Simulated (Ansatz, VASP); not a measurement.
## BeAu3: VASP beside Ansatz

```
CELL_PARAMETERS angstrom
3.94370 0.00000 0.00000
0.00000 3.94370 0.00000
0.00000 0.00000 3.94370
ATOMIC_POSITIONS crystal
Be 0.00000 0.00000 0.00000
Au 0.00000 0.50000 0.50000
Au 0.50000 0.00000 0.50000
Au 0.50000 0.50000 0.00000
```

The cell comes from a database or a generator and needn't be the stable form of this composition.

Alike in both runs: task single point; functional PBE; k mesh 6 × 6 × 6; no spin polarisation.

```csv
,VASP,Ansatz
version,VASP 6.6.1,Ansatz 0.2.0
potentials or method,"VASP PAW PBE potentials, release 64 (Be, Au)","plane waves, PAW"
plane-wave cutoff (eV),520,500
occupations,"methfessel-paxton of order 1, width 0.15 eV","cold, width 0.15 eV"
valence electrons in the cell,35,59
```

|  | VASP | Ansatz | Ansatz less VASP |
| --- | --- | --- | --- |
| pressure (GPa) | 6.6 | 7.0 | +0.39 |

The two sets of potentials don't hold the same shells in valence.

The runs have no spin-orbit coupling, so splittings on Au are missing.
